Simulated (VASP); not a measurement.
These are PBEsol GGA, VASP's PBE PAW potentials (set 64) (plane waves; VASP) values and carry that method's errors.

VASP input:

POSCAR:
```
CdGeAs2
1
   -3.0020260000     3.0020260000     5.6892180000
    3.0020260000    -3.0020260000     5.6892180000
    3.0020260000     3.0020260000    -5.6892180000
Cd Ge As
2 2 4
Direct
  0.2500000000   0.7500000000   0.5000000000
  0.5000000000   0.5000000000   0.0000000000
  0.0000000000   0.0000000000   0.0000000000
  0.7500000000   0.2500000000   0.5000000000
  0.8750000000   0.3462200000   0.9712200000
  0.6537800000   0.6250000000   0.5287800000
  0.3750000000   0.9037800000   0.0287800000
  0.0962200000   0.1250000000   0.4712200000
```

### INCAR
```
LREAL = .FALSE.   ! projection in real space or not
ISIF = 2   ! forces and stress, cell fixed
PREC = Accurate
ISMEAR = 1   ! Methfessel-Paxton
GGA = PS
EDIFF = 1E-6   ! SCF stop (eV)
SIGMA = 0.1   ! width (eV)
LMAXMIX = 4   ! l cut-off of mixed one-centre charges
NELM = 100   ! most electronic steps
SYSTEM = CdGeAs2
LASPH = .TRUE.   ! aspherical one-centre terms
ALGO = Normal   ! blocked Davidson
ENCUT = 300
LCHARG = .FALSE.
LWAVE = .FALSE.
```

KPOINTS:
```
Automatic mesh
0
Gamma
5 5 5
0 0 0
```

POTCAR, in this order: Cd Ge_d As (PBE.64 set). Program: vasp_std.

What VASP printed:

File OSZICAR:
```
       N       E                     dE             d eps       ncg     rms          rms(c)
DAV:   1     0.534553705041E+03    0.53455E+03   -0.25235E+04  1940   0.194E+03
DAV:   2     0.438084668663E+02   -0.49075E+03   -0.47848E+03  1596   0.594E+02
DAV:   3    -0.304553820385E+02   -0.74264E+02   -0.73438E+02  1769   0.145E+02
DAV:   4    -0.340108245894E+02   -0.35554E+01   -0.35432E+01  1821   0.370E+01
DAV:   5    -0.340791669915E+02   -0.68342E-01   -0.68271E-01  1802   0.500E+00    0.863E+00
DAV:   6    -0.332115871271E+02    0.86758E+00   -0.19819E+00  1771   0.112E+01    0.666E+00
DAV:   7    -0.331099639626E+02    0.10162E+00   -0.75857E-01  1729   0.358E+00    0.271E+00
DAV:   8    -0.331003682694E+02    0.95957E-02   -0.98418E-02  1730   0.248E+00    0.508E-01
DAV:   9    -0.330993973760E+02    0.97089E-03   -0.15633E-02  1812   0.120E+00    0.115E-01
DAV:  10    -0.330991625145E+02    0.23486E-03   -0.17756E-03  1703   0.349E-01    0.449E-02
DAV:  11    -0.330992583089E+02   -0.95794E-04   -0.63764E-04  1908   0.133E-01    0.344E-02
DAV:  12    -0.330992373710E+02    0.20938E-04   -0.13673E-04  1525   0.823E-02    0.129E-02
DAV:  13    -0.330992407880E+02   -0.34170E-05   -0.86204E-06  1618   0.173E-02    0.636E-03
DAV:  14    -0.330992398956E+02    0.89246E-06   -0.42968E-06  1618   0.158E-02
   1 F= -.33099240E+02 E0= -.33099479E+02  d E =0.716503E-03
```

### OUTCAR
```
------------------------ aborting loop because EDIFF is reached ----------------------------------------
  FORCE on cell =-STRESS in cart. coord.  units (eV):
  Direction    XX          YY          ZZ          XY          YZ          ZX
  --------------------------------------------------------------------------------------
  Total       -2.0460298     -2.0460298     -1.9341041      0.0000000     -0.0000000      0.0000000
  in kB      -15.9838378    -15.9838378    -15.1094606      0.0000000     -0.0000000      0.0000000
  external PRESSURE =     -15.6923787 kB  Pullay stress =       0.0000000 kB
  volume of cell :      205.09
      direct lattice vectors                 reciprocal lattice vectors
    -3.002026000  3.002026000  5.689218000     0.000000000  0.166554187  0.087885541
     3.002026000 -3.002026000  5.689218000     0.166554187  0.000000000  0.087885541
     3.002026000  3.002026000 -5.689218000     0.166554187  0.166554187  0.000000000
 POSITION                                       TOTAL-FORCE (eV/Angst)
 -----------------------------------------------------------------------------------
      3.00203      0.00000      2.84461        -0.000000     -0.000000      0.000000
      0.00000      0.00000      5.68922        -0.000000     -0.000000      0.000000
      0.00000      0.00000      0.00000        -0.000000     -0.000000     -0.000000
      0.00000      3.00203      2.84461        -0.000000     -0.000000      0.000000
      1.32822      4.50304      1.42230         0.156120     -0.000000      0.000000
      1.50101      1.67381      4.26691         0.000000     -0.156120      0.000000
      1.67381     -1.50101      7.11152        -0.156120      0.000000      0.000000
      1.50101      1.32822     -1.42230        -0.000000      0.156120      0.000000
 -----------------------------------------------------------------------------------
    total drift:                                0.000023      0.000023      0.000033
  FREE ENERGIE OF THE ION-ELECTRON SYSTEM (eV)
  ---------------------------------------------------
  free  energy   TOTEN  =       -33.0992398956 eV

  energy  without entropy=      -33.0999563987  energy(sigma->0) =      -33.09947873
```
(Selected blocks of OUTCAR.)

At this cut-off the stress carries a Pulay error, which pulls relaxed volumes low.

The structure comes from a computed database's CdGeAs2 entry; how it stands against other phases isn't given here. The cell was not relaxed at this level.
